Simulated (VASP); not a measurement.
Given:

```
KTaO3
1.0
    3.81870     0.00000     0.00000
    0.00000     3.81870     0.00000
    0.00000     0.00000     3.81870
K Ta O
1 1 3
Direct
  0.00000   0.00000   0.00000
  0.50000   0.50000   0.50000
  0.50000   0.00000   0.50000
  0.00000   0.50000   0.50000
  0.50000   0.50000   0.00000
```

All values below come from LDA (Ceperley-Alder, Perdew-Zunger), VASP's LDA PAW potentials (set 64) (plane waves; VASP 6.6.1). Run with 620 eV cut-off, 6×6×6 Γ-centred mesh, Gaussian smearing of 0.050 eV, potentials K_sv Ta_pv O.

Energy and stress use the plane-wave basis of the starting cell.

Q: The ions, cell shape and volume at an external pressure of 45.0 GPa are relaxed. What does this cell relax into?

A: 
```
KTaO3
1.0
    3.76796     0.00000     0.00000
    0.00000     3.76796     0.00000
    0.00000     0.00000     3.76796
K Ta O
1 1 3
Direct
  0.00000   0.00000   0.00000
  0.50000   0.50000   0.50000
  0.50000   0.00000   0.50000
  0.00000   0.50000   0.50000
  0.50000   0.50000   0.00000
```
Space group Pm-3m (221), at a tolerance of 0.03 Å.

Q: How do energy and volume change from the first to the last step?

A: The energy (σ→0) changes by +101.7 meV/atom and the volume by -3.9 %, in 4 ionic steps.

The compound is KTaO3 in the cubic perovskite structure. This run relaxes it under an external pressure of 45 GPa. Symmetry was kept, so distortions that lower it aren't found.
